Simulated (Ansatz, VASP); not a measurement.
**Cs2AgBiBr6 in two plane-wave programs**

Aim: how closely do two programs agree when they are given the same cell, functional and k mesh? The cell is taken from a series of VASP runs on this material, whose earlier steps may have relaxed, scaled or displaced it; both programs get it as it stands. Other levels of theory on this material are compared in a session of their own.

Main program and level: Ansatz 0.2.0; plane waves, with VASP 6.6.1 beside it; band structure at LDA, spin-orbit coupling.

### 1. The starting structure

It takes space group Fm-3m (No. 225, cubic). Conventional cell: a = 11.232 Å, b = 11.232 Å, c = 11.232 Å, α = 90.00°, β = 90.00°, γ = 90.00°. Nearest to Bi lie 6 Br at 2.81 Å. Cs has 12 Br at 3.97 Å nearest. Ag has 6 Br at 2.80 Å nearest. Br has 1 Ag at 2.80 Å and 1 Bi at 2.81 Å and 4 Cs at 3.97 Å nearest. Farther neighbours and most contacts between anions are not listed.

Coordinates:

```cif
data_structure
_symmetry_space_group_name_H-M 'P 1'
_symmetry_Int_Tables_number 1
_cell_length_a 7.9424
_cell_length_b 7.9424
_cell_length_c 7.9424
_cell_angle_alpha 60.000
_cell_angle_beta 60.000
_cell_angle_gamma 60.000
_cell_volume 354.27
loop_
_atom_site_label
_atom_site_type_symbol
_atom_site_fract_x
_atom_site_fract_y
_atom_site_fract_z
_atom_site_occupancy
Bi1 Bi 0.00000 0.00000 0.00000 1
Cs2 Cs 0.75000 0.75000 0.75000 1
Cs3 Cs 0.25000 0.25000 0.25000 1
Ag4 Ag 0.50000 0.50000 0.50000 1
Br5 Br 0.74945 0.74945 0.25055 1
Br6 Br 0.25055 0.25055 0.74945 1
Br7 Br 0.74945 0.25055 0.25055 1
Br8 Br 0.74945 0.25055 0.74945 1
Br9 Br 0.25055 0.74945 0.74945 1
Br10 Br 0.25055 0.74945 0.25055 1
```

### 2. VASP: band structure, LDA, spin-orbit coupling

The same path points are solved in both programs, so levels can be compared one by one.

Lines of VASP's logs that name or quote its potential files are left out, and so is its time.

File INCAR:

```
SYSTEM = Cs2AgBiBr6
PREC = Accurate
ENCUT = 350
EDIFF = 1E-06
NELM = 100
ISMEAR = 0
SIGMA = 0.03
LREAL = .FALSE.
ALGO = Normal
GGA = CA
LNONCOLLINEAR = .TRUE.
MAGMOM = 0 0 0 0 0 0 0 0 0 0 0 0 0 0 0 0 0 0 0 0 0 0 0 0 0 0 0 0 0 0
NBANDS = 106
GGA_COMPAT = .FALSE.
LASPH = .TRUE.
LSORBIT = .TRUE.
LMAXMIX = 4
LORBIT = 11
LWAVE = .FALSE.
LCHARG = .FALSE.
KPAR = 8
```

File POSCAR:

```
Cs2AgBiBr6
1.0
    0.0000000000      5.6161000000      5.6161000000
    5.6161000000      0.0000000000      5.6161000000
    5.6161000000      5.6161000000      0.0000000000
Bi Cs Ag Br
1 2 1 6
Direct
    0.0000000000      0.0000000000      0.0000000000
    0.7500000000      0.7500000000      0.7500000000
    0.2500000000      0.2500000000      0.2500000000
    0.5000000000      0.5000000000      0.5000000000
    0.7494500000      0.7494500000      0.2505500000
    0.2505500000      0.2505500000      0.7494500000
    0.7494500000      0.2505500000      0.2505500000
    0.7494500000      0.2505500000      0.7494500000
    0.2505500000      0.7494500000      0.7494500000
    0.2505500000      0.7494500000      0.2505500000
```

File KPOINTS:

```
Automatic mesh
0
Gamma
4 4 4
0 0 0
```

File KPOINTS_OPT:

```
Line mode
8
Line-mode
Reciprocal
  0.00000000   0.00000000   0.00000000 GAMMA
  0.50000000   0.00000000   0.50000000 X

  0.50000000   0.00000000   0.50000000 X
  0.50000000   0.25000000   0.75000000 W

  0.50000000   0.25000000   0.75000000 W
  0.37500000   0.37500000   0.75000000 K

  0.37500000   0.37500000   0.75000000 K
  0.00000000   0.00000000   0.00000000 GAMMA

  0.00000000   0.00000000   0.00000000 GAMMA
  0.50000000   0.50000000   0.50000000 L

  0.50000000   0.50000000   0.50000000 L
  0.62500000   0.25000000   0.62500000 U

  0.62500000   0.25000000   0.62500000 U
  0.50000000   0.25000000   0.75000000 W

  0.50000000   0.25000000   0.75000000 W
  0.50000000   0.50000000   0.50000000 L

  0.50000000   0.50000000   0.50000000 L
  0.37500000   0.37500000   0.75000000 K

  0.62500000   0.25000000   0.62500000 U
  0.50000000   0.00000000   0.50000000 X
```

The projector-augmented-wave data sets are Bi_d, Cs_sv, Ag and Br (LDA family, release 64).

Command:

```bash
> mpirun -np 8 vasp_ncl
```

Numbers of over 12 decimals in the logs are rounded to 6 here.

The log of the run:

```text
[banner, memory and clock lines left out]
running    8 mpi-ranks, on    1 nodes
 distrk:  each k-point on    1 cores,    8 groups
 distr:  one band on    1 cores,    1 groups

 POSCAR found type information on POSCAR BiCsAgBr
 POSCAR found :  4 types and      10 ions
|                                                                             |
|           W    W    AA    RRRRR   N    N  II  N    N   GGGG   !!!           |
|           W    W   A  A   R    R  NN   N  II  NN   N  G    G  !!!           |
|           W    W  A    A  R    R  N N  N  II  N N  N  G       !!!           |
|           W WW W  AAAAAA  RRRRR   N  N N  II  N  N N  G  GGG   !            |
|           WW  WW  A    A  R   R   N   NN  II  N   NN  G    G                |
|           W    W  A    A  R    R  N    N  II  N    N   GGGG   !!!           |
|                                                                             |
|     For optimal performance we recommend to set                             |
|       NCORE = 2 up to number-of-cores-per-socket                            |
|     NCORE specifies how many cores store one orbital (NPAR=cpu/NCORE).      |
|     This setting can greatly improve the performance of VASP for DFT.       |
|     The default, NCORE=1 might be grossly inefficient on modern             |
|     multi-core architectures or massively parallel machines. Do your        |
|     Unfortunately you need to use the default for GW and RPA                |
|     calculations (for HF NCORE is supported but not extensively tested      |
|     yet).                                                                   |
|                                                                             |

 LDA part: xc-table for (Slater(with rela. corr.)+CA(PZ))
 , standard interpolation
 POSCAR, INCAR and KPOINTS ok, starting setup
 FFT: planning ... GRIDC
 FFT: planning ... GRID_SOFT
 FFT: planning ... GRID
 WAVECAR not read
 entering main loop
       N       E                     dE             d eps       ncg     rms          rms(c)
DAV:   1     0.599682979404E+03    0.59968E+03   -0.30008E+04  1792   0.106E+03
DAV:   2     0.322637534997E+02   -0.56742E+03   -0.54978E+03  2064   0.261E+02
DAV:   3    -0.338227771645E+02   -0.66087E+02   -0.65556E+02  2048   0.112E+02
DAV:   4    -0.363281703259E+02   -0.25054E+01   -0.24968E+01  2040   0.268E+01
DAV:   5    -0.364311187284E+02   -0.10295E+00   -0.10289E+00  2376   0.477E+00    0.857E+00
DAV:   6    -0.353429790433E+02    0.10881E+01   -0.20377E+00  2200   0.986E+00    0.585E+00
DAV:   7    -0.352729584926E+02    0.70021E-01   -0.11082E+00  2200   0.379E+00    0.272E+00
DAV:   8    -0.352612478532E+02    0.11711E-01   -0.65097E-02  1976   0.121E+00    0.123E+00
DAV:   9    -0.352593487772E+02    0.18991E-02   -0.11527E-02  2120   0.468E-01    0.353E-01
DAV:  10    -0.352591070099E+02    0.24177E-03   -0.96392E-04  2264   0.173E-01    0.835E-02
DAV:  11    -0.352591539496E+02   -0.46940E-04   -0.25538E-04  2136   0.630E-02    0.499E-02
DAV:  12    -0.352591759611E+02   -0.22011E-04   -0.57858E-05  2248   0.362E-02    0.133E-02
DAV:  13    -0.352591762327E+02   -0.27160E-06   -0.45938E-06  1824   0.116E-02
   1 F= -.35259176E+02 E0= -.35259176E+02  d E =-.877085E-25  mag=     0.0000    -0.0000    -0.0000
 Start KPOINTS_OPT (optional k-point list driver)
k-point batch [1-8\80]
       N       E                     dE             ncg
DAV:   1     0.320849911790E+03   -0.40707E+04     1800
DAV:   2    -0.422833171119E+04   -0.45492E+04     2078
DAV:   3    -0.475963020108E+04   -0.53130E+03     2024
DAV:   4    -0.477912863991E+04   -0.19498E+02     2048
DAV:   5    -0.477984243120E+04   -0.71379E+00     2408
DAV:   6    -0.477985890280E+04   -0.16472E-01     2320
DAV:   7    -0.477985927191E+04   -0.36911E-03     2432
DAV:   8    -0.477985927798E+04   -0.60615E-05     2304
DAV:   9    -0.477985927809E+04   -0.11841E-06     1384
[...]
k-point batch [73-80\80]
       N       E                     dE             ncg
DAV:   1     0.287289966518E+03   -0.97705E+04     1792
DAV:   2    -0.426722374462E+04   -0.45545E+04     2070
DAV:   3    -0.477610563333E+04   -0.50888E+03     2048
DAV:   4    -0.479376455783E+04   -0.17659E+02     2064
DAV:   5    -0.479444778158E+04   -0.68322E+00     2288
DAV:   6    -0.479446943317E+04   -0.21652E-01     2384
DAV:   7    -0.479446979530E+04   -0.36212E-03     2328
DAV:   8    -0.479446980145E+04   -0.61522E-05     2368
DAV:   9    -0.479446980155E+04   -0.99357E-07     1344
```

From OUTCAR (step 2):

```text
ion  position               nearest neighbor table
   1  0.000  0.000  0.000-   5 2.81   6 2.81   7 2.81   8 2.81   9 2.81  10 2.81
   2  0.750  0.750  0.750-
   3  0.250  0.250  0.250-
   4  0.500  0.500  0.500-   5 2.80   6 2.80   7 2.80   8 2.80   9 2.80  10 2.80
   5  0.749  0.749  0.251-   4 2.80   1 2.81
   6  0.251  0.251  0.749-   4 2.80   1 2.81
   7  0.749  0.251  0.251-   4 2.80   1 2.81
   8  0.749  0.251  0.749-   4 2.80   1 2.81
   9  0.251  0.749  0.749-   4 2.80   1 2.81
  10  0.251  0.749  0.251-   4 2.80   1 2.81

  LATTYP: Found a face centered cubic cell.
 ALAT       =    11.2322000000

 Subroutine GETGRP returns: Found 48 space group operations
 (whereof 48 operations were pure point group operations)

The static configuration has the point symmetry O_h .

 Found      8 irreducible k-points:

   k-points           NKPTS =      8   k-points in BZ     NKDIM =      8   number of bands    NBANDS=    106

   dimension x,y,z NGX =    48 NGY =   48 NGZ =   48
   dimension x,y,z NGXF=    96 NGYF=   96 NGZF=   96

   ENCUT  =  350.0 eV  25.72 Ry    5.07 a.u.  12.12 12.12 12.12*2*pi/ulx,y,z

   NELECT =      86.0000    total number of electrons

 k-points in reciprocal lattice and weights: Automatic mesh
   0.00000000  0.00000000  0.00000000       0.016
   0.25000000  0.00000000  0.00000000       0.125
   0.50000000  0.00000000  0.00000000       0.062
   0.25000000  0.25000000  0.00000000       0.094
   0.50000000  0.25000000  0.00000000       0.375
  -0.25000000  0.25000000  0.00000000       0.188
   0.50000000  0.50000000  0.00000000       0.047
  -0.25000000  0.50000000  0.25000000       0.094

 average (electrostatic) potential at core
       1-109.6225       2 -47.9694       3 -47.9694       4 -76.5825       5 -69.6759
       6 -69.6759       7 -69.6759       8 -69.6759       9 -69.6759      10 -69.6759

 E-fermi :   1.5162

 k-point     1 :       0.0000    0.0000    0.0000
  band No.  band energies     occupation
    ...
     82       0.1679      1.00000
     83       0.6145      1.00000
     84       0.6145      1.00000
     85       0.6145      1.00000
     86       0.6145      1.00000
     87       2.5405      0.00000
     88       2.5405      0.00000
     89       3.8766      0.00000
     90       3.8766      0.00000
     91       3.8766      0.00000
    ...

 k-point     2 :       0.2500    0.0000    0.0000
  band No.  band energies     occupation
    ...
     82       0.0525      1.00000
     83       0.0859      1.00000
     84       0.0859      1.00000
     85       0.3352      1.00000
     86       0.3352      1.00000
     87       2.6277      0.00000
     88       2.6277      0.00000
     89       4.0213      0.00000
     90       4.0213      0.00000
     91       4.5850      0.00000
    ...

 k-point     3 :       0.5000    0.0000    0.0000
  band No.  band energies     occupation
    ...
     82      -0.0748      1.00000
     83       0.0118      1.00000
     84       0.0118      1.00000
     85       0.1780      1.00000
     86       0.1780      1.00000
     87       2.2658      0.00000
     88       2.2658      0.00000
     89       4.5423      0.00000
     90       4.5423      0.00000
     91       5.3699      0.00000
    ...

  Total       -3.2301041     -3.2301041     -3.2301041      0.0000000     -0.0000000      0.0000000
  in kB      -14.6080621    -14.6080621    -14.6080621      0.0000000     -0.0000000      0.0000000
  external PRESSURE =     -14.6080621 kB  Pullay stress =       0.0000000 kB

  energy-cutoff  :      350.00
  volume of cell :      354.27
      direct lattice vectors                 reciprocal lattice vectors
     0.000000000  5.616100000  5.616100000    -0.089029754  0.089029754  0.089029754
     5.616100000  0.000000000  5.616100000     0.089029754 -0.089029754  0.089029754
     5.616100000  5.616100000  0.000000000     0.089029754  0.089029754 -0.089029754

 POSITION                                       TOTAL-FORCE (eV/Angst)
 -----------------------------------------------------------------------------------
      0.00000      0.00000      0.00000         0.000000     -0.000000      0.000000
      8.42415      8.42415      8.42415         0.000000     -0.000000      0.000000
      2.80805      2.80805      2.80805         0.000000     -0.000000      0.000000
      5.61610      5.61610      5.61610        -0.000000     -0.000000      0.000000
      5.61610      5.61610      8.41797         0.000000     -0.000000     -0.399352
      5.61610      5.61610      2.81423         0.000000     -0.000000      0.399352
      2.81423      5.61610      5.61610         0.399352     -0.000000      0.000000
      5.61610      8.41797      5.61610         0.000000     -0.399352      0.000000
      8.41797      5.61610      5.61610        -0.399352     -0.000000      0.000000
      5.61610      2.81423      5.61610         0.000000      0.399352      0.000000
 -----------------------------------------------------------------------------------
    total drift:                               -0.000000     -0.000000     -0.000000

  FREE ENERGIE OF THE ION-ELECTRON SYSTEM (eV)
  ---------------------------------------------------
  free  energy   TOTEN  =       -35.2591762327 eV

  energy  without entropy=      -35.2591762327  energy(sigma->0) =      -35.25917623

 Spin-Orbit-Coupling matrix elements
 Ion:    1  E_soc:     -1.2502305
 Ion:    2  E_soc:     -0.2951386
 Ion:    3  E_soc:     -0.2951386
 Ion:    4  E_soc:     -0.0410469
 Ion:    5  E_soc:     -0.0613380
 Ion:    6  E_soc:     -0.0613380
 Ion:    7  E_soc:     -0.0613380
 Ion:    8  E_soc:     -0.0613380
 Ion:    9  E_soc:     -0.0613380
 Ion:   10  E_soc:     -0.0613380

 total charge
# of ion       s       p       d       tot
------------------------------------------
    1        1.643   1.003   9.985  12.631
    2        1.837   4.681   0.019   6.537
    3        1.837   4.681   0.019   6.537
    4        0.256   0.183   9.289   9.729
    5        1.615   3.217   0.013   4.845
    6        1.615   3.217   0.013   4.845
    7        1.615   3.217   0.013   4.845
    8        1.615   3.217   0.013   4.845
    9        1.615   3.217   0.013   4.845
   10        1.615   3.217   0.013   4.845
--------------------------------------------------
tot         15.260  29.849  19.392  64.501

 magnetization (x)
# of ion       s       p       d       tot
------------------------------------------
    1        0.000   0.000   0.000   0.000
    2        0.000   0.000   0.000   0.000
    3        0.000  -0.000   0.000  -0.000
    4        0.000  -0.000   0.000   0.000
    5       -0.000   0.000  -0.000   0.000
    6       -0.000   0.000  -0.000   0.000
    7        0.000   0.000   0.000   0.000
    8        0.000   0.000  -0.000  -0.000
    9        0.000   0.000   0.000   0.000
   10        0.000   0.000   0.000   0.000
--------------------------------------------------
tot         -0.000   0.000  -0.000   0.000

 magnetization (y)
# of ion       s       p       d       tot
------------------------------------------
    1        0.000   0.000   0.000   0.000
    2        0.000   0.000   0.000   0.000
    3        0.000  -0.000   0.000  -0.000
    4       -0.000  -0.000  -0.000  -0.000
    5        0.000   0.000   0.000   0.000
    6        0.000   0.000   0.000   0.000
    7       -0.000   0.000  -0.000   0.000
    8        0.000   0.000   0.000   0.000
    9       -0.000   0.000  -0.000   0.000
   10        0.000   0.000   0.000   0.000
--------------------------------------------------
tot         -0.000   0.000  -0.000   0.000

 magnetization (z)
# of ion       s       p       d       tot
------------------------------------------
    1       -0.000   0.000   0.000  -0.000
    2        0.000   0.000   0.000   0.000
    3        0.000   0.000   0.000   0.000
    4        0.000  -0.000   0.000   0.000
    5        0.000   0.000   0.000   0.000
    6        0.000   0.000   0.000   0.000
    7       -0.000   0.000   0.000  -0.000
    8       -0.000   0.000  -0.000  -0.000
    9       -0.000   0.000   0.000  -0.000
   10       -0.000   0.000  -0.000  -0.000
--------------------------------------------------
tot         -0.000   0.000  -0.000  -0.000

[... 3 further parts left out ...]
```

VASP adds spin-orbit coupling inside the spheres on scalar-relativistic partial waves, which describe the 6p1/2 states imperfectly, so such gaps can be off by a tenth of an eV or more.

[end of part 1 of 2]

[Lines on the potential files, build, host, timing and source positions are cut from VASP's logs without a mark.]

[Logs are printed without paths, hosts, clocks, repeated set-up lines and the standing remarks that a program may print on its own settings, such as how far it seeks lower states.]

[Hosts, paths, dates, database ids (printed as entryN), source tags and the programs' standing remarks are cut or masked in the printed files.]
